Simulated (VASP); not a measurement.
Here is the system:

```
Ag
1.0
    0.00000     2.05057     2.05057
    2.07107     0.00000     2.05057
    2.07107     2.05057     0.00000
Ag
1
Direct
  0.00000   0.00000   0.00000
```

These are r2SCAN meta-GGA, VASP's PBE PAW potentials (set 64) (plane waves; VASP) values and carry that method's errors. Numerical set-up: 480 eV cut-off, 14×14×14 Γ-centred mesh, first-order Methfessel-Paxton smearing of 0.10 eV, potentials Ag.

Q: Predict the energy per atom (σ→0), band gap (on the k-mesh) with the smallest direct gap where there is one.

A: 
| Property | Value |
|---|---|
| band gap (on the k-mesh) | none (metal, semimetal or under 0.01 eV) |
| energy per atom (σ→0) | -21.357 eV/atom |

Total energies compare only between runs with the same potentials, cut-off and functional.

The compound is Ag in the fcc structure. This cell was strained or had an atom moved on purpose.
